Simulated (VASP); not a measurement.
Here is the system:

```xyz
4
Lattice="3.8086 0.0000 0.0000 0.0000 3.8086 0.0000 0.0000 0.0000 4.5397" Properties=species:S:1:pos:R:3 pbc="T T T"
Sn     1.9043     0.0000     3.4320
Sn     0.0000     1.9043     1.1077
O      1.9043     1.9043     0.0000
O      0.0000     0.0000     0.0000
```

The numbers are results of PBEsol GGA, VASP's PBE PAW potentials (set 64) (plane waves; VASP), not measurements. Run with 600 eV cut-off, 6×6×4 Γ-centred mesh, Gaussian smearing of 0.050 eV, potentials Sn_d O.

Without a dispersion term in the relaxation, distances and binding between the weakly bound layers, chains or molecules are unreliable, and so is what depends on them.

### Question
Give the force on each atom (eV/Å).

### Answer

```
atom     Fx     Fy      Fz
----  -----  -----  ------
Sn1   0.000  0.000  -0.767
Sn2   0.000  0.000   0.767
O3    0.000  0.000   0.000
O4    0.000  0.000   0.000
```

### Question
Give the stress tensor in GPa (positive for a compressed cell).

### Answer

```
2.68  0.00  0.00
0.00  2.68  0.00
0.00  0.00  5.16
```
The pressure is its mean diagonal, 3.51 GPa.

The compound is SnO in the litharge structure. This cell was strained or had an atom moved on purpose. The k-mesh is coarse (spacing up to 0.35 per Å, 2π included), so the numbers may not be converged in it.
